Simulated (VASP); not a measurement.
An input for Quantum ESPRESSO's pw.x (written as the equivalent of a VASP run, and not itself run):

```
&CONTROL
  calculation = 'vc-relax'
  pseudo_dir = './pseudo'
  outdir = './out'
  tprnfor = .true.
  tstress = .true.
  nstep = 60
  forc_conv_thr = 0.00078
/
&SYSTEM
  ibrav = 0
  nat = 4
  ntyp = 2
  ecutwfc = 86
  occupations = 'smearing'
  smearing = 'gaussian'
  degauss = 0.003675
  input_dft = 'pz'
/
&ELECTRONS
  conv_thr = 7.3e-08
  electron_maxstep = 100
/
&IONS
/
&CELL
/
ATOMIC_SPECIES
  Zn 65.380 Zn.upf
  Se 78.971 Se.upf
CELL_PARAMETERS angstrom
     3.9454502    0.0000000    0.0000000
     0.0000000    3.9454502    0.0000000
     0.0000000    0.0000000    5.5669253
ATOMIC_POSITIONS crystal
  Zn   0.0000000  0.0000000  0.0000000
  Zn   0.5000000  0.5000000  0.5000000
  Se   0.5000000  0.0000000  0.2500000
  Se   0.0000000  0.5000000  0.7500000
K_POINTS automatic
  5 5 4 0 0 0
```

### Question
Translate this input to VASP (INCAR, KPOINTS, POSCAR, choice of POTCAR).

### Answer
Several could match; the one computed here: 
### POSCAR
```
ZnSe
1.0
  3.9454502376   0.0000000000   0.0000000000
  0.0000000000   3.9454502376   0.0000000000
  0.0000000000   0.0000000000   5.5669253481
Zn Se
2 2
Cartesian
  0.0000000000   0.0000000000   0.0000000000
  1.9727251188   1.9727251188   2.7834626740
  1.9727251188   0.0000000000   1.3917313370
  0.0000000000   1.9727251188   4.1751940111
```

File KPOINTS:
```
Automatic mesh
0
Gamma
5 5 4
0 0 0
```

### INCAR
```
! general
SYSTEM   =  ZnSe
PREC     =  Accurate
ENCUT    =  400   ! plane-wave cut-off (eV)
LREAL    =  .FALSE.
LASPH    =  .TRUE.   ! aspherical one-centre terms

! electronic loop
EDIFF    =  1E-6   ! SCF stop (eV)
NELM     =  100   ! most electronic steps
ALGO     =  Normal   ! blocked Davidson
LMAXMIX  =  4

! smearing
ISMEAR   =  0   ! Gaussian
SIGMA    =  0.05   ! width (eV)

! ions
IBRION   =  2   ! conjugate gradients
NSW      =  60
ISIF     =  3   ! ions, shape and volume
EDIFFG   =  -0.02   ! ionic stop

! output
LWAVE    =  .FALSE.
LCHARG   =  .FALSE.
```

POTCAR, in this order: Zn Se (LDA.64 set). Program: vasp_std.

What does not carry over: the potentials are each code's own (VASP's PAW set, PseudoDojo norm-conserving files in pw.x), so ENCUT and ecutwfc are chosen apart and not converted; conv_thr bounds pw.x's estimated SCF error, while EDIFF bounds the energy change between steps; forc_conv_thr acts on force components and is met together with etot_conv_thr.

The compound is ZnSe in the zinc blende structure. This run relaxes it. Symmetry was kept, so distortions that lower it aren't found. The start is the result of an earlier pass.
